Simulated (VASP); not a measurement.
Crystal: Si.

```
Si
1.0
     0.00000    2.73431    2.73431
     2.73431    0.00000    2.73431
     2.73431    2.73431    0.00000
Si
2
Cartesian
  0.0000 0.0000 0.0000
  1.3672 1.3672 1.3672
```

The cell was built by a generator and needn't be a form met in nature.

Base run:

```yaml
Program: VASP 6.6.1
Functional: r2SCAN
Potentials_or_basis: VASP PAW PBE potentials, release 64 (Si)
Cutoff: 520 eV
k_mesh: 10 × 10 × 10
Occupations: gaussian, width 0.02 eV
Spin: no spin polarisation
```

Its results: band gap on the k mesh 0.81 eV, indirect (least direct gap 2.75 eV); pressure -1.5 GPa.

**Question.** After a change of settings the same cell gave: band gap on the k mesh 1.35 eV, indirect (least direct gap 3.33 eV); pressure -1.8 GPa. Which change was it?
A. functional from r2SCAN to HSE06; k mesh from 10 × 10 × 10 to 6 × 6 × 6
B. functional from r2SCAN to PBE; further incar settings from ALGO = Normal; EDIFF = 1e-06 to ALGO = Fast; EDIFF = 1e-06
C. functional from r2SCAN to PBE0; k mesh from 10 × 10 × 10 to 6 × 6 × 6

**Answer.** A.

Caveats: the PAW data sets were made with another functional, which shifts forces and pressure a little.
